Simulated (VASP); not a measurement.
A VASP calculation is set up with these files.

### KPOINTS
```
Automatic mesh
0
G
  5 5 5
```

INCAR:
```
# general
SYSTEM  = PbI2
PREC    = Accurate
ENCUT   = 400   # plane-wave cut-off (eV)
LREAL   = .FALSE.   # projection in real space or not
LASPH   = .TRUE.

# electronic loop
EDIFF   = 1E-6   # SCF stop (eV)
NELM    = 100   # most electronic steps
ALGO    = Normal   # blocked Davidson
LMAXMIX = 4   # l cut-off of mixed one-centre charges

# smearing
ISMEAR  = 0   # Gaussian
SIGMA   = 0.05   # width (eV)

# functional
GGA     = PS

# ions
IBRION  = 2   # conjugate gradients
NSW     = 60
ISIF    = 3
EDIFFG  = -0.02

# output
LWAVE   = .FALSE.
LCHARG  = .FALSE.
```

File POSCAR:
```
PbI2
1
   -0.0000000000     3.8924095177     3.8924095177
    3.8924095177     0.0000000000     3.8924095177
    3.8924095177     3.8924095177     0.0000000000
Pb I
1 2
Direct
  0.0000000000   0.0000000000   0.0000000000
  0.2500000000   0.2500000000   0.2500000000
  0.7500000000   0.7500000000   0.7500000000
```

POTCAR, in this order: Pb_d I (PBE.64 set). Program: vasp_std.

Question: Write an equivalent input for Ansatz.

Answer: One equivalent input (not run):
Ansatz 0.2 input:
```yaml
crystal:
  lattice:
    - [0.0000000, 3.8924095, 3.8924095]
    - [3.8924095, 0.0000000, 3.8924095]
    - [3.8924095, 3.8924095, 0.0000000]
  atoms:
    - { symbol: Pb, position: [0.0000000, 0.0000000, 0.0000000] }
    - { symbol: I, position: [0.2500000, 0.2500000, 0.2500000] }
    - { symbol: I, position: [0.7500000, 0.7500000, 0.7500000] }
kpoints:
  mp_grid: { grid: [5, 5, 5] }
hamiltonian:
  xc: pbesol
  pseudopotentials: { kind: paw }
scf:
  occupations: { method: gaussian, width: 0.05 }
  max_iter: 100
relax:
  max_steps: 60
  f_tol: 0.02
  cell: {}
output: { forces: true, stress: true, eigenvalues: true }
```
The two are equivalent in intent, not identical: each code has its own PAW files, so the cut-off isn't converted (ENCUT is set for VASP's; basis.ecutwfc is left out, and Ansatz then takes the one that its files recommend); Ansatz stops its SCF on the density residual and VASP on the energy change (EDIFF).

The structure was generated: PbI2 was put into the fluorite type (Fm-3m), which need not be its known phase. It was relaxed first. The start is the result of an earlier pass.
